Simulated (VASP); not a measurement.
An input for Quantum ESPRESSO's pw.x (written as the equivalent of a VASP run, and not itself run):

```
&CONTROL
  calculation = 'vc-relax'
  pseudo_dir = './pseudo'
  outdir = './out'
  tprnfor = .true.
  tstress = .true.
  nstep = 60
  forc_conv_thr = 0.00039
/
&SYSTEM
  ibrav = 0
  nat = 2
  ntyp = 1
  ecutwfc = 84
  occupations = 'smearing'
  smearing = 'methfessel-paxton'
  degauss = 0.00735
  input_dft = 'pbe'
  vdw_corr = 'grimme-d3'
  dftd3_version = 4
  dftd3_threebody = .false.
/
&ELECTRONS
  conv_thr = 7.3e-08
  electron_maxstep = 100
/
&IONS
/
&CELL
/
ATOMIC_SPECIES
  Zn 65.380 Zn.upf
CELL_PARAMETERS angstrom
     1.3300000   -2.3036280    0.0000000
     1.3300000    2.3036280    0.0000000
     0.0000000    0.0000000    4.9500000
ATOMIC_POSITIONS crystal
  Zn   0.3333330  0.6666670  0.2500000
  Zn   0.6666670  0.3333330  0.7500000
K_POINTS automatic
  14 14 7 0 0 0
```

Question: Write the VASP files for the same calculation (PBE-D3(BJ)).

Answer: This is not unique; one that fits is 
### INCAR
```
SYSTEM=Zn
PREC=Accurate; ENCUT=520; LREAL=.FALSE.
LASPH=.TRUE.
EDIFF=1E-6; NELM=100; ALGO=Normal
LMAXMIX=4
ISMEAR=1; SIGMA=0.1
GGA=PE; IVDW=12
IBRION=2; NSW=60; ISIF=3
EDIFFG=-0.01
LWAVE=.FALSE.; LCHARG=.FALSE.
```

**POSCAR**
```
Zn
1.0
  1.3300000000  -2.3036280000   0.0000000000
  1.3300000000   2.3036280000   0.0000000000
  0.0000000000   0.0000000000   4.9500000000
Zn
2
Cartesian
  1.3300000000   0.7678775358   1.2375000000
  1.3300000000  -0.7678775358   3.7125000000
```

### KPOINTS
```
Automatic mesh
0
Gamma
14 14 7
0 0 0
```

POTCAR, in this order: Zn (PBE.64 set). Program: vasp_std.

Limits of the translation: the potentials are each code's own (VASP's PAW set, PseudoDojo norm-conserving files in pw.x), so ENCUT and ecutwfc are chosen apart and not converted; conv_thr bounds pw.x's estimated SCF error, while EDIFF bounds the energy change between steps; forc_conv_thr acts on force components and is met together with etot_conv_thr.

The compound is Zn in the hcp structure. This run relaxes it. Symmetry was kept, so distortions that lower it aren't found.
